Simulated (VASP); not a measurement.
# AgRh: intraband terms of a metal's spectrum

AgRh, P-6m2 (no. 187), 2 atoms in the cell. PBE, independent-particle dielectric function; PAW potentials Ag, Rh_pv (PBE set).

## Input

INCAR.step1:
```
SYSTEM = AgRh
PREC = Accurate
ENCUT = 290
ISMEAR = 1
SIGMA = 0.1
EDIFF = 1E-7
LASPH = .TRUE.
KPAR = 4
LWAVE = .FALSE.
LCHARG = .TRUE.
LMAXMIX = 4
```

INCAR.step2:
```
SYSTEM = AgRh
PREC = Accurate
ENCUT = 290
ISMEAR = 0
SIGMA = 0.3
EDIFF = 1E-6
LASPH = .TRUE.
KPAR = 4
LWAVE = .TRUE.
LCHARG = .FALSE.
LMAXMIX = 4
ICHARG = 11
NBANDS = 31
NEDOS = 3000
OMEGAMAX = 30
CSHIFT = 0.1
```

INCAR.step3, as INCAR.step2 but for:
```
- LWAVE = .TRUE.
+ LWAVE = .FALSE.
+ LOPTICS = .TRUE.
+ ALGO = None
+ NELM = 1
+ ISTART = 1
```

INCAR.step4, as INCAR.step3 but for:
```
+ WPLASMAI = 0.03
```

INCAR.step5 to INCAR.step6 change the same tag again: WPLASMAI = 0.1, 0.3.

INCAR.step7, as INCAR.step6 but for:
```
- WPLASMAI = 0.3
+ RTIME = 40
```

INCAR.step8, as INCAR.step7 but for:
```
- RTIME = 40
+ RTIME = 20
```

INCAR.step9, as INCAR.step8 but for:
```
- RTIME = 20
+ LNABLA = .TRUE.
```

INCAR.step10, as INCAR.step9 but for:
```
- ISMEAR = 0
- LNABLA = .TRUE.
+ ISMEAR = -5
```

KPOINTS.step1:
```
k-points
0
Gamma
  11 11 6
```

KPOINTS.step2:
```
k-points
0
Gamma
  17 17 9
```

POSCAR:
```
AgRh
1.0
    2.7775881998      0.0000000000      0.0000000000
   -1.3887940999      2.4054619423      0.0000000000
    0.0000000000      0.0000000000      4.8086020000
Ag Rh
1 1
Direct
    0.0000000000      0.0000000000      0.5000000000
    0.6666666667      0.3333333333      0.0000000000
```

Commands (each step's output is kept before the next begins):
```
cat potpaw_PBE.64/Ag/POTCAR potpaw_PBE.64/Rh_pv/POTCAR > POTCAR
cp INCAR.step1 INCAR
cp KPOINTS.step1 KPOINTS
mpirun -np 4 vasp_std > vasp.out
cp INCAR.step2 INCAR
cp KPOINTS.step2 KPOINTS
mpirun -np 4 vasp_std > vasp.out
cp INCAR.step3 INCAR
mpirun -np 4 vasp_std > vasp.out
cp INCAR.step4 INCAR
mpirun -np 4 vasp_std > vasp.out
cp INCAR.step5 INCAR
mpirun -np 4 vasp_std > vasp.out
cp INCAR.step6 INCAR
mpirun -np 4 vasp_std > vasp.out
cp INCAR.step7 INCAR
mpirun -np 4 vasp_std > vasp.out
cp INCAR.step8 INCAR
mpirun -np 4 vasp_std > vasp.out
cp INCAR.step9 INCAR
mpirun -np 4 vasp_std > vasp.out
cp INCAR.step10 INCAR
mpirun -np 4 vasp_std > vasp.out
```

## Result

- Bands: 31

One ground state, settings moved in the last step alone:

| Settings | Plasma frequency (eV) | Im ε at 0.5 eV | Im ε at 1 eV | Im ε at 2 eV | Im ε at 4 eV | Time (s) |
|---|---|---|---|---|---|---|
| interband part alone | 5.48 | 54.3 | 43.0 | 18.0 | 7.7 | 16 |
| Drude term, WPLASMAI 0.03 | 5.48 | 61.5 | 43.9 | 18.1 | 7.7 | 15 |
| Drude term, WPLASMAI 0.1 | 5.48 | 77.4 | 46.0 | 18.4 | 7.7 | 13 |
| Drude term, WPLASMAI 0.3 | 5.48 | 107.4 | 51.3 | 19.1 | 7.8 | 13 |
| relaxation time RTIME 40 fs | 5.48 | 58.3 | 43.5 | 18.1 | 7.7 | 14 |
| relaxation time RTIME 20 fs | 5.48 | 62.2 | 44.0 | 18.1 | 7.7 | 13 |
| transversal form (LNABLA) | 5.25 | 49.5 | 40.6 | 17.5 | 7.4 | 12 |
| tetrahedron method | – | – | – | – | – | no result |

VASP 6.6.1 took 126 s on 4 cores (AMD EPYC 7R43 (Zen 3)), a shared host.
